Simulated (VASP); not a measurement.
Data:

```
CELL_PARAMETERS angstrom
      3.25110     0.00000     0.00000
     -1.62555     2.81554     0.00000
      0.00000     0.00000    25.65805
ATOMIC_POSITIONS crystal
  W  0.66667 0.33333 0.37452
  W  0.33333 0.66667 0.62548
  Se 0.33333 0.66667 0.43966
  Se 0.33333 0.66667 0.30947
  Se 0.66667 0.33333 0.69053
  Se 0.66667 0.33333 0.56034
```

All values below come from LDA (Ceperley-Alder, Perdew-Zunger), VASP's LDA PAW potentials (set 64) (plane waves; VASP). Numerical set-up: PREC = Normal, 400 eV cut-off, 12×12×1 Γ-centred mesh, Gaussian smearing of 0.050 eV, potentials W_sv Se.

Q: What does the run give for the energy per atom (σ→0)?

A: 
- energy per atom (σ→0): -8.062 eV/atom

Total energies compare only between runs with the same potentials, cut-off and functional.

The cell is a sheet with vacuum, built from WSe2 (2H layered).
